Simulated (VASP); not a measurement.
Given:

```
Mg5Sb
1.0
    5.46455     0.00000     0.00000
   -2.73228     4.73244     0.00000
    0.00000     0.00000     5.30601
Mg Sb
5 1
Direct
  0.00000   0.66939   0.00000
  0.66939   0.00000   0.00000
  0.33061   0.33061   0.00000
  0.66667   0.33333   0.50000
  0.33333   0.66667   0.50000
  0.00000   0.00000   0.50000
```

These are PBEsol GGA with spin-orbit coupling, VASP's PBE PAW potentials (set 64) (plane waves; VASP) values and carry that method's errors. Run with 400 eV cut-off, 6×6×5 Γ-centred mesh, Gaussian smearing of 0.050 eV, potentials Mg Sb.

Task: Estimate the energy per atom (σ→0), band gap (over mesh and band path) with the smallest direct gap where there is one.

Result: 
```json
{
  "band gap (over mesh and band path)": "none (metal, semimetal or under 0.01 eV)",
  "energy per atom (σ→0)": "-2.258 eV/atom"
}
```

The structure comes from a computed database's Mg5Sb entry (P-62m); how it stands against other phases isn't given here. It was relaxed first.
